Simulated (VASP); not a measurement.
```
InPd
1.0
    3.31500     0.00000     0.00000
    0.00000     3.31500     0.00000
    0.00000     0.00000     3.31500
In Pd
1 1
Direct
  0.50000   0.50000   0.50000
  0.00000   0.00000   0.00000
```

All values below come from TPSS meta-GGA, VASP's PBE PAW potentials (set 64) (plane waves; VASP). Run with 400 eV cut-off, 10×10×10 Γ-centred mesh, first-order Methfessel-Paxton smearing of 0.10 eV, potentials In_d Pd.

Question: Give the stress tensor in GPa (positive for a compressed cell).

Answer: 
```
-4.53   0.00   0.00
 0.00  -4.53   0.00
 0.00   0.00  -4.53
```
The pressure is its mean diagonal, -4.53 GPa.

The compound is PdIn in the CsCl type structure. The cell was not relaxed at this level. The run is one of a series of settings (GGA removed, LMIXTAU = .TRUE., METAGGA = TPSS against the base run), some of them coarse on purpose. The electron count is odd and the run is not spin-polarised, which forces a metal.
